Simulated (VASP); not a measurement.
Consider the following.

```yaml
crystal:
  lattice:
    - [1.36271, -2.36028, 0.00000]
    - [1.36271, 2.36028, 0.00000]
    - [0.00000, 0.00000, 4.36537]
  atoms:
    - { symbol: Tc, position: [0.33333, 0.66667, 0.25000] }
    - { symbol: Tc, position: [0.66667, 0.33333, 0.75000] }
```

All values below come from vdW-DF-cx, VASP's PBE PAW potentials (set 64) (plane waves; VASP). Numerical set-up: 520 eV cut-off, Gaussian smearing of 0.050 eV, potentials Tc_pv.

Task: Give the energies of bands 7 to 16 at the high-symmetry points, in eV from the Fermi level.

Result: 
| band | Γ | M | K | A | L | H |
|---|---|---|---|---|---|---|
| 7 | -7.41 | -5.50 | -4.90 | -5.46 | -5.43 | -3.94 |
| 8 | -5.55 | -4.83 | -3.44 | -5.46 | -5.43 | -3.94 |
| 9 | -1.60 | -4.68 | -3.44 | -1.91 | -3.78 | -3.35 |
| 10 | -1.60 | -1.97 | -2.95 | -1.91 | -3.78 | -3.35 |
| 11 | -1.51 | -1.16 | -1.93 | -1.74 | 0.13 | -1.79 |
| 12 | -0.86 | -0.92 | -1.93 | -1.74 | 0.13 | -1.79 |
| 13 | -0.86 | -0.50 | -0.04 | -1.74 | 1.48 | -0.11 |
| 14 | -0.15 | 3.01 | 2.38 | -1.74 | 1.48 | -0.11 |
| 15 | -0.15 | 3.43 | 2.38 | 1.92 | 3.28 | 2.67 |
| 16 | 1.76 | 3.46 | 2.79 | 1.92 | 3.28 | 2.67 |

It has no gap at this level: it comes out as a metal or semimetal.

The compound is Tc in the hcp structure. It was relaxed first.
